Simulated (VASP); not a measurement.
```
CELL_PARAMETERS angstrom
      4.04112     0.00000     0.00000
      0.00000     4.04112     0.00000
      0.00000     0.00000     4.04112
ATOMIC_POSITIONS crystal
  Sc 0.00000 0.00000 0.00000
  F  0.50000 0.00000 0.00000
  F  0.00000 0.50000 0.00000
  F  0.00000 0.00000 0.50000
```

All values below come from r2SCAN meta-GGA, VASP's PBE PAW potentials (set 64) (plane waves; VASP). Run with 520 eV cut-off, 6×6×6 Γ-centred mesh, tetrahedra with Blöchl corrections, potentials Sc_sv F.

### Question
Give the energies of bands 8 to 19 at the high-symmetry points, in eV from the valence-band maximum.

### Answer

| band | Γ | X | M | R |
|---|---|---|---|---|
| 8 | -1.70 | -2.98 | -3.01 | -3.02 |
| 9 | -1.70 | -1.50 | -2.94 | -2.93 |
| 10 | -1.70 | -1.50 | -2.19 | -2.93 |
| 11 | -0.56 | -1.18 | -1.28 | -2.14 |
| 12 | -0.56 | -1.08 | -1.06 | -2.14 |
| 13 | -0.56 | -1.08 | -1.06 | -2.14 |
| 14 | -0.52 | -0.67 | -0.90 | 0.00 |
| 15 | -0.52 | -0.53 | -0.90 | 0.00 |
| 16 | -0.52 | -0.53 | -0.01 | 0.00 |
| 17 | 6.97 | 7.01 | 7.84 | 8.48 |
| 18 | 6.97 | 7.80 | 7.84 | 8.48 |
| 19 | 6.97 | 7.80 | 8.44 | 8.48 |

The gap is indirect, 6.97 eV, from the valence maximum at R to the conduction minimum at Γ.

The structure comes from a measured ScF3 entry (Pm-3m) of the Crystallography Open Database, whose conditions weren't checked. It was relaxed first.
